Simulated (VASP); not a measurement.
```
MgB2
1.0
    1.54500    -2.67602     0.00000
    1.54500     2.67602     0.00000
    0.00000     0.00000     3.52000
Mg B
1 2
Direct
  0.00000   0.00000   0.00000
  0.33333   0.66667   0.50000
  0.66667   0.33333   0.50000
```

The base run (VASP): PBE GGA, plane waves, VASP's PBE PAW potentials (set 64). Settings: 520 eV cut-off, 10×10×8 Γ-centred mesh, first-order Methfessel-Paxton smearing of 0.10 eV, potentials Mg B.

One setting is varied; ΔE counts from the base run. The base run took about 9 core-seconds. Costs are core time on shared hosts, one run each; read them as rough ratios.

Pressures at a finite cut-off, here 520 eV, hold a Pulay part, which wasn't tested here.

```csv
setting,cost over the base run,electronic steps,bands,ΔE (meV/atom),pressure (GPa)
NBANDS = 5,within a factor of 2,12,5,0.0,-1.59
NBANDS = 6,within a factor of 2,12,6,0.0,-1.59
base run,reference,12,8,0.0,-1.59
NBANDS = 12,within a factor of 2,13,12,0.0,-1.59
NBANDS = 16,within a factor of 2,13,16,0.0,-1.59
```

Left out are runs that failed, have no time on record or changed the cell.

The compound is MgB2 in the AlB2 type structure. The cell was not relaxed at this level.
